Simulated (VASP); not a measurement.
TiC (rock salt) relaxed at rising pressure, in one space group throughout; other phases were not tried. The pressures are those reached. Method: PBE GGA, VASP's PBE PAW potentials (set 64) (plane waves; VASP).

```
P (GPa)  V (Å³/atom)    k-mesh
-------  -----------  --------
-0.14         10.178  14×14×14
4.97           9.978  15×15×15
9.93           9.800  15×15×15
19.82          9.491  15×15×15
29.79          9.219  15×15×15
```

A change of mesh leaves a small step in the series.

Question: Fit an equation of state and predict the volume at 44.95 GPa.

Answer: Least squares on the third-order Birch-Murnaghan form, P = (3B0/2)(y⁷ − y⁵)[1 + (3/4)(B′ − 4)(y² − 1)] with y = (V0/V)^(1/3), gives V0 = 10.172 Å³/atom, B0 = 248 GPa and B′ = 4.1, and so 8.869 Å³/atom. The run gave 8.867 Å³/atom, -0.0 % from the fit.

Pressures at which the relaxation failed are left out.

The compound is TiC in the rock salt structure.
